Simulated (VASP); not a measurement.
Here is the system:

```xyz
2
Lattice="2.2648 0.0000 0.0000 -1.1324 1.9614 0.0000 0.0000 0.0000 3.5741" Properties=species:S:1:pos:R:3 pbc="T T T"
Be     0.0000     1.3076     2.6806
Be     1.1324     0.6538     0.8935
```

Method: PBE GGA, VASP's PBE PAW potentials (set 64) (plane waves; VASP). Settings: 300 eV cut-off, 17×17×9 Γ-centred mesh, Fermi-Dirac smearing of 0.10 eV, potentials Be.

At this cut-off the stress carries a Pulay error, which pulls relaxed volumes low.

**Question.** Give the stress tensor in GPa (positive for a compressed cell).

**Answer.** 
```
 0.45   0.00   0.00
 0.00   0.45   0.00
 0.00   0.00  -1.58
```
The pressure is its mean diagonal, -0.23 GPa.

The structure comes from a computed database's Be entry; how it stands against other phases isn't given here. The cell was not relaxed at this level.
